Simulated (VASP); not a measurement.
All values below come from PBE GGA, VASP's PBE PAW potentials (set 64) (plane waves; VASP).

VASP ran on this input.

INCAR:
```
ALGO=Normal
DIPOL=0.5 0.5 0.5
EDIFF=1E-6
ENCUT=300
GGA=PE
IDIPOL=3
ISIF=2
ISMEAR=-1
ISPIN=2
LASPH=.TRUE.
LCHARG=.FALSE.
LDIPOL=.TRUE.
LMAXMIX=6
LORBIT=11
LREAL=.FALSE.
LWAVE=.FALSE.
MAGMOM=4*6.0
NELM=100
PREC=Accurate
SIGMA=0.1
SYSTEM=Tb
```

POSCAR:
```
Tb
1
    3.5791780000     0.0000000000     0.0000000000
   -1.7895890000     3.0996590000     0.0000000000
    0.0000000000     0.0000000000    22.6371000000
Tb
4
Direct
 -0.0029670000   0.0037210000   0.6910460000
 -0.0028240000  -0.0105750000   0.4366080000
  0.3397010000   0.6744060000   0.3091450000
  0.6660900000   0.3324480000   0.5631970000
```

**KPOINTS**
```
Automatic mesh
0
Gamma
4 4 1
0 0 0
```

POTCAR, in this order: Tb (PBE.64 set). Program: vasp_std.

Output of the run:

OUTCAR:
```
 ion  position               nearest neighbor table
   1  0.997  0.004  0.691-   4 3.54
   2  0.997  0.989  0.437-   4 3.52   3 3.53   3 3.53   4 3.54   4 3.55
   3  0.340  0.674  0.309-   2 3.53   2 3.53
   4  0.666  0.332  0.563-   2 3.52   2 3.54   1 3.54   2 3.55
  LATTYP: Found a hexagonal cell.
 ALAT       =     3.5791780000
 C/A-ratio  =     6.3246644900
 Subroutine PRICEL returns:
 Original cell was already a primitive cell.
 Subroutine GETGRP returns: Found  1 space group operations
The static configuration has the point symmetry C_1 .
The dynamic configuration has the point symmetry C_1 .
The overall configuration has the point symmetry C_1 .
 Subroutine INISYM returns: Found  1 space group operations
 Subroutine IBZKPT returns following result:
 Found     10 irreducible k-points:

 Following reciprocal coordinates:
            Coordinates               Weight
  0.000000  0.000000  0.000000      1.000000
  0.250000  0.000000  0.000000      2.000000
  0.000000  0.250000  0.000000      2.000000
 -0.250000  0.250000  0.000000      2.000000
  0.500000  0.000000  0.000000      1.000000
  0.000000  0.500000  0.000000      1.000000
  0.500000  0.500000  0.000000      1.000000
  0.250000  0.250000  0.000000      2.000000
 -0.250000  0.500000  0.000000      2.000000
  0.500000  0.250000  0.000000      2.000000
   k-points           NKPTS =     10   k-points in BZ     NKDIM =     10   number of bands    NBANDS=     57
   number of dos      NEDOS =    301   number of ions     NIONS =      4
   total plane-waves  NPLWV =  51200
   dimension x,y,z NGX =    20 NGY =   20 NGZ =  128
   dimension x,y,z NGXF=    40 NGYF=   40 NGZF=  256
   ions per type =               4
   PREC   = accura    normal or accurate (medium, high low for compatibility)
   ISTART =      0    job   : 0-new  1-cont  2-samecut
   ICHARG =      2    charge: 1-file 2-atom 10-const
   ISPIN  =      2    spin polarized calculation?
...
```

### OSZICAR
```
...
DAV:  12    -0.226996697091E+03    0.51197E+02   -0.12325E+01  3631   0.122E+01    0.242E+02
DAV:  13    -0.465201851389E+02    0.18048E+03   -0.12940E+03  3910   0.504E+01    0.122E+03
DAV:  14    -0.365370371814E+02    0.99831E+01   -0.22445E+02  3392   0.578E+01    0.778E+02
DAV:  15    -0.532988402933E+02   -0.16762E+02   -0.60894E+01  4124   0.348E+01    0.172E+02
DAV:  16    -0.563162434924E+02   -0.30174E+01   -0.11270E+02  3292   0.613E+01    0.242E+02
DAV:  17    -0.524031063457E+02    0.39131E+01   -0.58219E+01  3958   0.324E+01    0.146E+02
DAV:  18    -0.327886777085E+02    0.19614E+02   -0.38150E+01  2907   0.611E+01    0.142E+02
DAV:  19    -0.577993282147E+02   -0.25011E+02   -0.89656E+01  3221   0.570E+01    0.115E+02
DAV:  20    -0.255652163514E+02    0.32234E+02   -0.55360E+01  3421   0.425E+01    0.106E+02
DAV:  21    -0.264787427364E+02   -0.91353E+00   -0.17671E+01  3066   0.394E+01    0.124E+02
DAV:  22    -0.222393924526E+02    0.42394E+01   -0.22676E+01  3627   0.204E+01    0.603E+01
DAV:  23    -0.353616756958E+02   -0.13122E+02   -0.39682E+01  3209   0.249E+01    0.115E+02
DAV:  24    -0.321161510586E+02    0.32455E+01   -0.12642E+01  3545   0.145E+01    0.103E+02
DAV:  25    -0.343677409367E+02   -0.22516E+01   -0.11460E+00  3899   0.619E+00    0.106E+02
DAV:  26    -0.343380703120E+02    0.29671E-01   -0.39467E-01  3899   0.327E+00    0.105E+02
DAV:  27    -0.319367058385E+02    0.24014E+01   -0.17259E+00  3601   0.351E+00    0.943E+01
DAV:  28    -0.320330267055E+02   -0.96321E-01   -0.37161E+00  3220   0.101E+01    0.692E+01
DAV:  29    -0.356528246620E+02   -0.36198E+01   -0.21990E+00  3528   0.111E+01    0.800E+01
DAV:  30    -0.368126297204E+02   -0.11598E+01   -0.84820E-01  3507   0.719E+00    0.701E+01
DAV:  31    -0.397267746937E+02   -0.29141E+01   -0.27065E+00  3259   0.150E+01    0.555E+01
DAV:  32    -0.412973753199E+02   -0.15706E+01   -0.87096E+00  3604   0.113E+01    0.515E+01
DAV:  33    -0.399344261002E+02    0.13629E+01   -0.23357E+00  3605   0.760E+00    0.439E+01
DAV:  34    -0.397507295722E+02    0.18370E+00   -0.51908E+00  3549   0.970E+00    0.345E+01
DAV:  35    -0.391577980308E+02    0.59293E+00   -0.16215E+00  3772   0.443E+00    0.289E+01
DAV:  36    -0.390342876074E+02    0.12351E+00   -0.17003E+00  3334   0.847E+00    0.337E+01
DAV:  37    -0.385296470280E+02    0.50464E+00   -0.93201E-01  3696   0.427E+00    0.297E+01
DAV:  38    -0.382182514506E+02    0.31140E+00   -0.26063E-01  3596   0.308E+00    0.297E+01
DAV:  39    -0.377167290532E+02    0.50152E+00   -0.45573E-01  3899   0.348E+00    0.294E+01
DAV:  40    -0.377704773374E+02   -0.53748E-01   -0.25695E-01  3599   0.222E+00    0.312E+01
DAV:  41    -0.376267754174E+02    0.14370E+00   -0.91174E-01  3700   0.320E+00    0.328E+01
DAV:  42    -0.375909596606E+02    0.35816E-01   -0.40952E-02  3941   0.867E-01    0.332E+01
DAV:  43    -0.375769943218E+02    0.13965E-01   -0.43339E-03  4223   0.348E-01    0.333E+01
DAV:  44    -0.375925187476E+02   -0.15524E-01   -0.36394E-03  3804   0.662E-01    0.337E+01
DAV:  45    -0.375458863850E+02    0.46632E-01   -0.36194E-03  3647   0.654E-01    0.337E+01
DAV:  46    -0.376240142954E+02   -0.78128E-01   -0.34111E-02  3187   0.213E+00    0.345E+01
DAV:  47    -0.376174246933E+02    0.65896E-02   -0.29992E-03  3800   0.278E-01    0.345E+01
DAV:  48    -0.376483008234E+02   -0.30876E-01   -0.54640E-03  3195   0.668E-01    0.347E+01
DAV:  49    -0.377263208707E+02   -0.78020E-01   -0.18919E-02  2946   0.132E+00    0.351E+01
DAV:  50    -0.376296424485E+02    0.96678E-01   -0.36490E-02  3063   0.177E+00    0.343E+01
DAV:  51    -0.377197522770E+02   -0.90110E-01   -0.34316E+00  3049   0.187E+01    0.468E+01
DAV:  52    -0.375182411618E+02    0.20151E+00   -0.17412E+00  3481   0.609E+00    0.330E+01
DAV:  53    -0.376127948890E+02   -0.94554E-01   -0.67077E-01  3654   0.350E+00    0.372E+01
DAV:  54    -0.375654682300E+02    0.47327E-01   -0.68006E-02  3904   0.122E+00    0.376E+01
DAV:  55    -0.374808801414E+02    0.84588E-01   -0.13475E-02  4096   0.502E-01    0.372E+01
DAV:  56    -0.402635429951E+02   -0.27827E+01   -0.15436E+01  3026   0.283E+01    0.515E+01
DAV:  57    -0.379696507506E+02    0.22939E+01   -0.27805E+00  3207   0.144E+01    0.363E+01
DAV:  58    -0.379416662790E+02    0.27984E-01   -0.46606E+00  3283   0.151E+01    0.473E+01
DAV:  59    -0.384320649700E+02   -0.49040E+00   -0.67666E-01  3634   0.761E+00    0.499E+01
DAV:  60    -0.386665042882E+02   -0.23444E+00   -0.20030E-01  3968   0.318E+00    0.504E+01
DAV:  61    -0.415706132420E+02   -0.29041E+01   -0.61374E+00  3107   0.261E+01    0.734E+01
DAV:  62    -0.383288232826E+02    0.32418E+01   -0.94050E+00  3091   0.170E+01    0.333E+01
DAV:  63    -0.367149839276E+02    0.16138E+01   -0.43941E+00  3834   0.135E+01    0.293E+01
DAV:  64    -0.366181804915E+02    0.96803E-01   -0.20896E+00  3350   0.129E+01    0.327E+01
DAV:  65    -0.360509489961E+02    0.56723E+00   -0.14079E+00  3692   0.957E+00    0.299E+01
DAV:  66    -0.375883873094E+02   -0.15374E+01   -0.73433E+00  3561   0.248E+01    0.556E+01
DAV:  67    -0.381633972597E+02   -0.57501E+00   -0.63247E-01  3667   0.780E+00    0.557E+01
DAV:  68    -0.380153043599E+02    0.14809E+00   -0.41564E-01  3822   0.604E+00    0.504E+01
DAV:  69    -0.376198048636E+02    0.39550E+00   -0.73470E-01  3827   0.505E+00    0.470E+01
DAV:  70    -0.376117658487E+02    0.80390E-02   -0.16294E-01  4126   0.394E+00    0.470E+01
DAV:  71    -0.354025226978E+02    0.22092E+01   -0.26617E+00  3237   0.154E+01    0.416E+01
DAV:  72    -0.356013519661E+02   -0.19883E+00   -0.67014E-01  3711   0.569E+00    0.400E+01
DAV:  73    -0.357447211608E+02   -0.14337E+00   -0.67648E-01  3654   0.365E+00    0.399E+01
DAV:  74    -0.357530301655E+02   -0.83090E-02   -0.11363E-01  3822   0.251E+00    0.400E+01
DAV:  75    -0.358272354643E+02   -0.74205E-01   -0.71262E-02  3856   0.175E+00    0.402E+01
DAV:  76    -0.361699452989E+02   -0.34271E+00   -0.44394E-01  3708   0.631E+00    0.398E+01
DAV:  77    -0.362275675138E+02   -0.57622E-01   -0.70290E+00  3748   0.913E+00    0.446E+01
DAV:  78    -0.360715586933E+02    0.15601E+00   -0.23218E-01  3417   0.532E+00    0.472E+01
DAV:  79    -0.357171747616E+02    0.35438E+00   -0.25419E-01  3693   0.426E+00    0.466E+01
DAV:  80    -0.356371916514E+02    0.79983E-01   -0.13654E+00  3867   0.392E+00    0.430E+01
DAV:  81    -0.357549643154E+02   -0.11777E+00   -0.42497E+00  3610   0.150E+01    0.419E+01
DAV:  82    -0.359009357984E+02   -0.14597E+00   -0.13254E+01  3571   0.147E+01    0.521E+01
DAV:  83    -0.352675496543E+02    0.63339E+00   -0.55484E-01  3450   0.524E+00    0.521E+01
DAV:  84    -0.351047714229E+02    0.16278E+00   -0.85826E-02  3674   0.187E+00    0.520E+01
DAV:  85    -0.350759287629E+02    0.28843E-01   -0.59356E-02  3949   0.150E+00    0.518E+01
DAV:  86    -0.520181250779E+02   -0.16942E+02   -0.48679E+01  3553   0.421E+01    0.786E+01
DAV:  87    -0.449408348005E+02    0.70773E+01   -0.70243E+00  3743   0.175E+01    0.602E+01
DAV:  88    -0.445891848737E+02    0.35165E+00   -0.18690E+00  3605   0.139E+01    0.535E+01
DAV:  89    -0.435176745768E+02    0.10715E+01   -0.92409E-01  3959   0.901E+00    0.531E+01
DAV:  90    -0.441480136173E+02   -0.63034E+00   -0.64168E-01  4007   0.823E+00    0.537E+01
DAV:  91    -0.412102552286E+02    0.29378E+01   -0.19355E+00  3830   0.103E+01    0.472E+01
DAV:  92    -0.411469191059E+02    0.63336E-01   -0.49118E-01  3567   0.847E+00    0.472E+01
DAV:  93    -0.405608766863E+02    0.58604E+00   -0.15258E-01  4272   0.404E+00    0.471E+01
DAV:  94    -0.405181376391E+02    0.42739E-01   -0.56833E-02  4296   0.104E+00    0.471E+01
DAV:  95    -0.404320468051E+02    0.86091E-01   -0.48904E-03  4304   0.377E-01    0.471E+01
DAV:  96    -0.447340164752E+02   -0.43020E+01   -0.51195E+00  3552   0.131E+01    0.511E+01
DAV:  97    -0.434238534120E+02    0.13102E+01   -0.53190E-01  3472   0.516E+00    0.494E+01
DAV:  98    -0.440892912445E+02   -0.66544E+00   -0.18873E-01  3631   0.559E+00    0.503E+01
DAV:  99    -0.440644308424E+02    0.24860E-01   -0.78705E-02  3640   0.472E+00    0.502E+01
DAV: 100    -0.445946957055E+02   -0.53026E+00   -0.16585E-01  3711   0.628E+00
   1 F= -.44594696E+02 E0= -.44439399E+02  d E =-.310593E+00  mag=    24.3705
```

**OUTCAR**
```
------------------------ aborting loop EDIFF was not reached (unconverged)  ----------------------------
  FORCE on cell =-STRESS in cart. coord.  units (eV):
  Direction    XX          YY          ZZ          XY          YZ          ZX
  --------------------------------------------------------------------------------------
  Total      835.5533198    837.4625835   -856.3317925      3.8933088     -0.8618346      4.0972629
  in kB     5330.4852508   5342.6655648  -5463.0433289     24.8377027     -5.4981487     26.1388459
  external PRESSURE =    1736.7024956 kB  Pullay stress =       0.0000000 kB
  volume of cell :      251.14
      direct lattice vectors                 reciprocal lattice vectors
     3.579178000  0.000000000  0.000000000     0.279393760  0.161308066  0.000000000
    -1.789589000  3.099659000  0.000000000     0.000000000  0.322616133  0.000000000
     0.000000000  0.000000000 22.637100000     0.000000000  0.000000000  0.044175270
 POSITION                                       TOTAL-FORCE (eV/Angst)
 -----------------------------------------------------------------------------------
      3.56190      0.01153     15.64328         0.011516     -0.018565      4.292092
      1.79841      3.06688      9.88354        -0.002090     -0.002926     -3.713177
      0.00894      2.09043      6.99815        -0.052448      0.000015      0.814570
      1.78911      1.03048     12.74915         0.043022      0.021475     -1.393485
 -----------------------------------------------------------------------------------
    total drift:                               -0.018389      0.088506     -4.850500
  FREE ENERGIE OF THE ION-ELECTRON SYSTEM (eV)
  ---------------------------------------------------
  free  energy   TOTEN  =       -44.5946957055 eV

  energy  without entropy=      -44.2841023801  energy(sigma->0) =      -44.43939904

 total charge

# of ion       s       p       d       f       tot
--------------------------------------------------
    1        2.021   5.524   0.051   6.898  14.494
    2        2.083   5.586   0.532   9.325  17.527
    3        2.097   5.629   0.875  10.816  19.417
    4        2.066   5.546   0.221   6.868  14.702
--------------------------------------------------
tot          8.268  22.285   1.679  33.908  66.140

 magnetization (x)

# of ion       s       p       d       f       tot
--------------------------------------------------
    1        0.013  -0.040   0.031   6.896   6.900
    2        0.003  -0.019   0.179   4.469   4.633
    3        0.001  -0.021   0.198   2.987   3.165
    4        0.012  -0.033   0.121   6.859   6.960
--------------------------------------------------
tot          0.029  -0.112   0.530  21.212  21.658
```
(Selected blocks of OUTCAR.)

**stdout**
```
...
DAV:  99    -0.440644308424E+02    0.24860E-01   -0.78705E-02  3640   0.472E+00    0.502E+01
DAV: 100    -0.445946957055E+02   -0.53026E+00   -0.16585E-01  3711   0.628E+00

 -----------------------------------------------------------------------------
|                                                                             |
|           W    W    AA    RRRRR   N    N  II  N    N   GGGG   !!!           |
|           W    W   A  A   R    R  NN   N  II  NN   N  G    G  !!!           |
|           W    W  A    A  R    R  N N  N  II  N N  N  G       !!!           |
|           W WW W  AAAAAA  RRRRR   N  N N  II  N  N N  G  GGG   !            |
|           WW  WW  A    A  R   R   N   NN  II  N   NN  G    G                |
|           W    W  A    A  R    R  N    N  II  N    N   GGGG   !!!           |
|                                                                             |
|     The minimum charge density times volume of the cell along the axis      |
|     of the dipole correction is larger 1E-1, which could mean that your     |
|     workfunction is not accurate as there is no field free region in        |
|     your cell. Please consider either increasing the size of your cell      |
|     along the dipole correction (vacuum dimension) or perhaps               |
|     increasing the precision of your calculation.                           |
|                                                                             |
 -----------------------------------------------------------------------------

 -----------------------------------------------------------------------------
|                                                                             |
|           W    W    AA    RRRRR   N    N  II  N    N   GGGG   !!!           |
|           W    W   A  A   R    R  NN   N  II  NN   N  G    G  !!!           |
|           W    W  A    A  R    R  N N  N  II  N N  N  G       !!!           |
|           W WW W  AAAAAA  RRRRR   N  N N  II  N  N N  G  GGG   !            |
|           WW  WW  A    A  R   R   N   NN  II  N   NN  G    G                |
|           W    W  A    A  R    R  N    N  II  N    N   GGGG   !!!           |
|                                                                             |
|     The electronic self-consistency was not achieved in the given           |
|     number of steps (NELM). The forces and other quantities evaluated       |
|     might not be reliable so examine the results carefully. If you find     |
|     spurious results, we suggest increasing NELM, if you were close to      |
|     convergence or switching to a different ALGO or adjusting the           |
|     density mixing parameters otherwise.                                    |
|                                                                             |
 -----------------------------------------------------------------------------

   1 F= -.44594696E+02 E0= -.44439399E+02  d E =-.310593E+00  mag=    24.3705
```

The run did not converge; its last values are not results.

At this cut-off the stress carries a Pulay error, which pulls relaxed volumes low. The cell holds a wide vacuum, so values per volume refer to the whole cell.

The cell is a sheet with vacuum, built from a generated structure.
